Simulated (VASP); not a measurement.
Calculation: vdW-DF-cx, VASP's PBE PAW potentials (set 64) (plane waves; VASP 6.6.1).

A VASP calculation is set up with these files.

**INCAR**
```
SYSTEM  =  Li2Se
PREC  =  Accurate; ENCUT  =  520; LREAL  =  .FALSE.
LASPH  =  .TRUE.
EDIFF  =  1E-7; NELM  =  100; ALGO  =  Normal
LMAXMIX  =  4
ISMEAR  =  -5
GGA  =  CX; LUSE_VDW  =  .TRUE.; AGGAC  =  0.0
ISIF  =  2
LWAVE  =  .FALSE.; LCHARG  =  .TRUE.; LORBIT  =  11
NEDOS  =  601
LEFG  =  .TRUE.
```

### KPOINTS
```
Automatic mesh
0
Gamma
7 7 7
0 0 0
```

File POSCAR:
```
Li2Se
1
    0.0000000000     2.9975978979     2.9975978979
    2.9975978979     0.0000000000     2.9975978979
    2.9975978979     2.9975978979     0.0000000000
Li Se
2 1
Direct
  0.2500000000   0.2500000000   0.2500000000
  0.7500000000   0.7500000000   0.7500000000
  0.0000000000   0.0000000000   0.0000000000
```

POTCAR, in this order: Li_sv Se (PBE.64 set). Program: vasp_std.

Task: What does the run give for the energy per atom (σ→0)?

Result: 
```yaml
energy per atom (σ→0): -2609 meV/atom
```

OSZICAR:
```
...
DAV:   7    -0.782065098099E+01    0.16722E-01   -0.16412E-01   544   0.207E+00    0.719E-01
DAV:   8    -0.782753037936E+01   -0.68794E-02   -0.20276E-02   488   0.105E+00    0.206E-01
DAV:   9    -0.782754861093E+01   -0.18232E-04   -0.13030E-03   548   0.229E-01    0.102E-01
DAV:  10    -0.782787355043E+01   -0.32494E-03   -0.56796E-04   428   0.157E-01    0.403E-02
DAV:  11    -0.782787817335E+01   -0.46229E-05   -0.15877E-05   544   0.349E-02    0.168E-02
DAV:  12    -0.782788416152E+01   -0.59882E-05   -0.12288E-05   434   0.242E-02    0.213E-03
DAV:  13    -0.782788412510E+01    0.36423E-07   -0.28368E-07   568   0.619E-03
   1 F= -.78278841E+01 E0= -.78278841E+01  d E =0.000000E+00
```

The compound is Li2Se in the antifluorite structure. It was relaxed first.
